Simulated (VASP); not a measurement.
# CaAs2 (Pmmm) in VASP: further runs

One crystal, CaAs2, is run at these levels: PBE; tasks: single point, relaxation of cell and atoms.

Everything below comes from runs of VASP 6.6.1. Logs are shortened: lines on timing, memory, paths and dates and some standing lists are left out, and cuts for length are marked.

## Step 1: Starting point

Symmetry: Pmmm, No. 47, orthorhombic system. Conventional cell: a = 2.915 Å, b = 4.396 Å, c = 5.793 Å, α = 90.00°, β = 90.00°, γ = 90.00°. Around Ca (site symmetry mmm) lie 2 Ca at 2.91 Å and 8 As at 3.08 Å. Around As (site symmetry mm2) lie 3 As at 2.61 to 2.91 Å.

The cell was built by a generator and needn't be a form met in nature.

## Step 2: Single point, PBE

INCAR

```
PREC = Accurate
ENCUT = 520
EDIFF = 1E-6
ISMEAR = 0
SIGMA = 0.1
LREAL = False
LASPH = True
NELM = 100
ALGO = Normal
ISIF = 2
LWAVE = False
LCHARG = False
GGA = PE
NBANDS = 17
```

KPOINTS

```
Automatic mesh
0
Gamma
  6 4 4
```

POSCAR

```
CaAs2
1.0
    2.9146443976      0.0000000000      0.0000000000
    0.0000000000      4.3963785366      0.0000000000
    0.0000000000      0.0000000000      5.7929079095
Ca As
1 2
Direct
    0.0000000000      0.5000000000      0.5000000000
    0.5000000000      0.0000000000      0.7745828913
    0.5000000000      0.0000000000      0.2254171087
```

Potentials or basis: VASP PAW PBE potentials, release 64 (Ca_sv, As).

Run with:

```bash
cat potpaw_PBE.64/Ca_sv/POTCAR potpaw_PBE.64/As/POTCAR > POTCAR
mpirun -np 1 vasp_std > vasp.out
```

OUTCAR:

```text
PREC = Accurate
   ENCUT = 520
   EDIFF = 1E-6
   ISMEAR = 0
   LREAL = False
   LASPH = True
   NELM = 100
   ISIF = 2
   GGA = PE

 ion  position               nearest neighbor table
   1  0.000  0.500  0.500-
   2  0.500  0.000  0.775-   3 2.61
   3  0.500  0.000  0.225-   2 2.61

  LATTYP: Found a simple orthorhombic cell.
 ALAT       =     2.9146443976
 B/A-ratio  =     1.5083756153
 C/A-ratio  =     1.9875178990

  Lattice vectors:

 A1 = (   2.9146443976,   0.0000000000,   0.0000000000)
 A2 = (   0.0000000000,   4.3963785366,   0.0000000000)
 A3 = (   0.0000000000,   0.0000000000,   5.7929079095)

Analysis of symmetry for initial positions (statically):
=====================================================================
 Subroutine PRICEL returns:
 Original cell was already a primitive cell.

 Routine SETGRP: Setting up the symmetry group for a
 simple orthorhombic supercell.

 Subroutine GETGRP returns: Found  8 space group operations
 (whereof  8 operations were pure point group operations)
 out of a pool of  8 trial point group operations.

The static configuration has the point symmetry D_2h.

Analysis of symmetry for dynamics (positions and initial velocities):
=====================================================================
 Subroutine PRICEL returns:
 Original cell was already a primitive cell.

 Routine SETGRP: Setting up the symmetry group for a
 simple orthorhombic supercell.

 Subroutine GETGRP returns: Found  8 space group operations
 (whereof  8 operations were pure point group operations)
 out of a pool of  8 trial point group operations.

The dynamic configuration has the point symmetry D_2h.

 Subroutine INISYM returns: Found  8 space group operations
 (whereof  8 operations are pure point group operations),
 and found     1 'primitive' translations

----------------------------------------------------------------------------------------

                                     Primitive cell

  volume of cell :      74.2296

  direct lattice vectors                    reciprocal lattice vectors
     2.914644398  0.000000000  0.000000000     0.343095028  0.000000000  0.000000000
     0.000000000  4.396378537  0.000000000     0.000000000  0.227459940  0.000000000
     0.000000000  0.000000000  5.792907910     0.000000000  0.000000000  0.172624874

  length of vectors
[... 83 lines left out ...]
   NELM   =    100;   NELMIN=  2; NELMDL= -5     # of ELM steps
   EDIFF  = 0.1E-05   stopping-criterion for ELM
   LREAL  =      F    real-space projection
   EDIFFG = 0.1E-04   stopping-criterion for IOM
   NSW    =      0    number of steps for IOM
   IBRION =     -1    ionic relax: 0-MD 1-quasi-New 2-CG
   NFREE  =      0    steps in history (QN), initial steepest desc. (CG)
   ISIF   =      2    stress and relaxation
   ISYM   =      2    0-nonsym 1-usesym 2-fastsym
   POTIM  = 0.5000    time-step for ionic-motion
   TEBEG  =    0.0;   TEEND  =   0.0 temperature during run
   PSTRESS=    0.0 pullay stress
   NELECT =      20.0000    total number of electrons
   NUPDOWN=      -1.0000    fix difference up-down
   EMIN   =  10.00;   EMAX   =-10.00  energy-range for DOS
   EFERMI =   0.00;   METHOD = LEGACY
   ISMEAR =     0;   SIGMA  =   0.10  broadening in eV -4-tet -1-fermi 0-gaus
   EFERMI_NEDOS =   21; number of points for ismear=-14 and -15
   IALGO  =     38    algorithm
   IMIX   =      4    mixing-type and parameters
     AMIX     =   0.40;   BMIX     =  1.00
     AMIX_MAG =   1.60;   BMIX_MAG =  1.00
  volume/ion in A,a.u.               =      24.74       166.98
  Fermi-wavevector in a.u.,A,eV,Ry     =   1.057367  1.998134 15.211652  1.118025
  Thomas-Fermi vector in A             =   2.192637
   LORBIT       =      0    0 simple, 1 ext, 2 COOP (PROOUT), +10 PAW based schemes
   GGA     = PE    functional components
   LHFCALC =     F    Hartree Fock is set to
   AEXX    =    0.0000 exact exchange contribution
   IVDW    =     0    specifies the selected vdW correction
   LEPSILON=     F    determine dielectric tensor
   LRPA    =     F    only Hartree local field effects (RPA)
 non-spin polarized calculation
 Gauss-broadening in eV      SIGMA  =   0.10
  energy-cutoff  :      520.00
  volume of cell :       74.23
 maximum number of plane-waves:      2035
 NGX is ok and might be reduce to    24
   NGX = 11   NGY = 17   NGZ = 21

 number of electron      20.0000001 magnetization

 Free energy of the ion-electron system (eV)
  ---------------------------------------------------
  ext. energy  EPLUGINS =         0.00000000
  ---------------------------------------------------
  free energy    TOTEN  =       -12.65919120 eV

  energy without entropy =      -12.65423722  energy(sigma->0) =      -12.65671421

 E-fermi :   3.6582     XC(G=0):  -9.2794

 val. band max:        3.6386774668   @ k =   0.5000   0.2500   0.0000
 cond. band min:       3.6951980607   @ k =   0.5000   0.5000   0.5000
 fundamental gap:      0.0565205939
 Fermi energy:         3.6582129305

 k-point     1 :       0.0000    0.0000    0.0000
  band No.  band energies     occupation
      1     -37.1287      2.00000
      2     -18.1291      2.00000
      3     -18.1189      2.00000
      4     -17.7699      2.00000
      5      -8.8779      2.00000
      6      -6.1219      2.00000
[... 457 lines left out ...]
      4     -17.9608      2.00000
      5      -6.2227      2.00000
      6      -4.2742      2.00000
[... 9 lines left out ...]
     16       8.3995      0.00000
     17       9.0400      0.00000

 [... further k-points ...]

------------------------ aborting loop because EDIFF is reached ----------------------------------------

  FORCE on cell =-STRESS in cart. coord.  units (eV):
  Direction    XX          YY          ZZ          XY          YZ          ZX
  --------------------------------------------------------------------------------------
  -------------------------------------------------------------------------------------
  Total        0.1088940      0.1000049      0.0804296      0.0000000      0.0000000      0.0000000
  in kB        2.3503765      2.1585122      1.7359984      0.0000000      0.0000000      0.0000000
  external PRESSURE =       2.0816290 kB  Pullay stress =       0.0000000 kB

 VOLUME and BASIS-vectors are now :
 -----------------------------------------------------------------------------
  energy-cutoff  :      520.00
  volume of cell :       74.23
      direct lattice vectors                 reciprocal lattice vectors
     2.914644398  0.000000000  0.000000000     0.343095028  0.000000000  0.000000000
     0.000000000  4.396378537  0.000000000     0.000000000  0.227459940  0.000000000
     0.000000000  0.000000000  5.792907910     0.000000000  0.000000000  0.172624874

 POSITION                                       TOTAL-FORCE (eV/Angst)
 -----------------------------------------------------------------------------------
      0.00000      2.19819      2.89645         0.000000      0.000000      0.000000
      1.45732      0.00000      4.48709         0.000000     -0.000000     -0.003772
      1.45732      0.00000      1.30582        -0.000000      0.000000      0.003772
 -----------------------------------------------------------------------------------
    total drift:                                0.000000      0.000000      0.000000

  FREE ENERGIE OF THE ION-ELECTRON SYSTEM (eV)
  ---------------------------------------------------
  free  energy   TOTEN  =       -12.6591911991 eV

  energy  without entropy=      -12.6542372224  energy(sigma->0) =      -12.65671421
```

OSZICAR:

```text
N       E                     dE             d eps       ncg     rms          rms(c)
DAV:   1     0.123937238552E+03    0.12394E+03   -0.93204E+03  1224   0.105E+03
DAV:   2    -0.565019336566E+01   -0.12959E+03   -0.12627E+03  1492   0.256E+02
DAV:   3    -0.127811450039E+02   -0.71310E+01   -0.70692E+01  2278   0.497E+01
DAV:   4    -0.129066955745E+02   -0.12555E+00   -0.12537E+00  1469   0.625E+00
DAV:   5    -0.129116439705E+02   -0.49484E-02   -0.49467E-02  2019   0.822E-01    0.402E+00
DAV:   6    -0.126805287128E+02    0.23112E+00   -0.51705E-01  1558   0.374E+00    0.255E+00
DAV:   7    -0.126567226829E+02    0.23806E-01   -0.10711E-01  1665   0.203E+00    0.984E-01
DAV:   8    -0.126578681839E+02   -0.11455E-02   -0.22379E-02  1605   0.105E+00    0.128E-01
DAV:   9    -0.126588095101E+02   -0.94133E-03   -0.20864E-03  1633   0.278E-01    0.766E-02
DAV:  10    -0.126591255697E+02   -0.31606E-03   -0.40233E-04  1423   0.105E-01    0.156E-02
DAV:  11    -0.126591852719E+02   -0.59702E-04   -0.10402E-04  1591   0.497E-02    0.999E-03
DAV:  12    -0.126591889934E+02   -0.37215E-05   -0.69824E-06  1367   0.137E-02    0.527E-03
DAV:  13    -0.126591910234E+02   -0.20300E-05   -0.40955E-06  1384   0.115E-02    0.147E-03
DAV:  14    -0.126591911991E+02   -0.17573E-06   -0.26093E-07  1080   0.307E-03
   1 F= -.12659191E+02 E0= -.12656714E+02  d E =-.495398E-02
```

stdout:

```text
POSCAR found type information on POSCAR CaAs
 POSCAR found :  2 types and       3 ions
 scaLAPACK will be used
 LDA part: xc-table for (Slater+PW92), standard interpolation
 POSCAR, INCAR and KPOINTS ok, starting setup
 FFT: planning ... GRIDC
 FFT: planning ... GRID_SOFT
 FFT: planning ... GRID
 WAVECAR not read
 entering main loop
```

It took 17 s on 1 thread of Intel Xeon 6975P-C (Granite Rapids), shared host; peak memory 0.21 GiB.

Results:

| Item | Value |
| --- | --- |
| Free energy | -12.6592 eV |
| Pressure | 0.2 GPa |
| Largest force | 0.004 eV/Å |
| Band gap on the k mesh | none (metal or under the smearing width) |

Forces in eV/Å, atoms in the order of the input:
```
Ca   0.000  0.000  0.000
As   0.000  0.000 -0.004
As   0.000  0.000  0.004
```

## Step 3: Relaxation of cell and atoms, PBE

This run uses another cell than the first one, of 18.29 Å³/atom, 0.739 times its volume.

INCAR

```
  PREC = Accurate
  ENCUT = 600
  EDIFF = 1E-7
  ISMEAR = 0
  SIGMA = 0.1
  LREAL = F
  LASPH = T
  NELM = 60
  ALGO = Fast
  ISIF = 3
  LWAVE = F
  LCHARG = F
  GGA = PE
  IBRION = 2
  NSW = 90
  EDIFFG = -0.04
```

KPOINTS is that of step 2.

POSCAR

```
CaAs2
1.0
    2.6663556500      0.0000000000      0.0000000000
    0.0000000000      3.8597812200      0.0000000000
    0.0000000000      0.0000000000      5.3327113000
Ca As
1 2
Direct
    0.0000000000      0.5000000000      0.5000000000
    0.5000000000      0.0000000000      0.7500000000
    0.5000000000      0.0000000000      0.2500000000
```

Potentials or basis: VASP PAW PBE potentials, release 64 (Ca_sv, As).

Run with:

```bash
cat potpaw_PBE.64/Ca_sv/POTCAR potpaw_PBE.64/As/POTCAR > POTCAR
mpirun -np 1 vasp_std > vasp.out
```

Wall time 1.8 min (1 thread of Intel Xeon 6975P-C (Granite Rapids), shared host); peak memory 0.2 GiB.

The run converged. Its results:

* Free energy: -12.6564 eV
* Relaxed volume: 24.84 Å³/atom
* Relaxed cell: a = 2.910 Å, b = 4.439 Å, c = 5.768 Å, α = 90.00°, β = 90.00°, γ = 90.00°
* Space group after relaxing (to 0.05 Å): Pmmm (No. 47)
* Energy gained by relaxing: 634.5 meV/atom
* Ionic steps: 7
* Pressure after relaxing: 0.0 GPa
* Largest force after relaxing: 0.035 eV/Å
* Band gap on the k mesh: none (metal or under the smearing width)

Forces in eV/Å, atoms in the order of the input:
```
Ca   0.000  0.000  0.000
As   0.000  0.000  0.035
As   0.000  0.000 -0.035
```

Stress tensor (GPa, compression positive):
```
 0.02  0.00  0.00
 0.00 -0.14  0.00
 0.00  0.00  0.13
```

The path:
| step | energy change (eV) | largest force (eV/Å) | pressure (GPa) | volume (Å³) |
| --- | --- | --- | --- | --- |
| 1 | 0.0000 | 3.0080 | 33.42 | 54.88 |
| 2 | -1.4813 | 0.0506 | -6.62 | 90.98 |
| 3 | -1.8909 | 0.2986 | -0.43 | 75.12 |
| 4 | -1.8907 | 0.2745 | -0.73 | 75.56 |
| 5 | -1.9024 | 0.0773 | -0.22 | 74.86 |
| 6 | -1.9026 | 0.0489 | -0.15 | 74.77 |
| 7 | -1.9034 | 0.0353 | 0.00 | 74.51 |

Final structure:
```xyz
3
Lattice="2.9102 0.0000 0.0000 0.0000 4.4389 0.0000 0.0000 0.0000 5.7678" Properties=species:S:1:pos:R:3 pbc="T T T"
Ca    2.9102    2.2195    2.8839
As    1.4551    4.4389    4.4485
As    1.4551    0.0000    1.3193
```

Levels at points of the mesh, in eV from the Fermi level:
```tsv
k point	band 8	band 9	band 10	band 11	band 12	band 13
(0.00, 0.00, 0.00)	-2.21	-1.13	0.59	2.37	3.79	4.30
(0.50, 0.00, 0.00)	-2.89	-2.69	-1.44	1.72	2.23	2.42
(0.00, 0.50, 0.00)	-4.33	-1.41	1.08	3.12	3.26	3.33
(0.50, 0.50, 0.00)	-3.28	-2.93	-1.52	-0.87	2.40	4.66
(0.00, 0.00, 0.50)	-1.82	-1.17	-1.12	0.82	3.27	3.67
(0.50, 0.00, 0.50)	-4.11	-0.97	-0.43	0.37	1.66	2.93
(0.00, 0.50, 0.50)	-3.15	-2.03	-0.36	1.74	3.59	3.85
(0.50, 0.50, 0.50)	-3.54	-1.77	-0.49	0.17	0.80	3.31
```

Caveat: the k mesh is coarse (spacing up to 0.41 Å⁻¹), so the values aren't converged; the volume moved by over 15 % at a fixed basis, so the end points are rough.
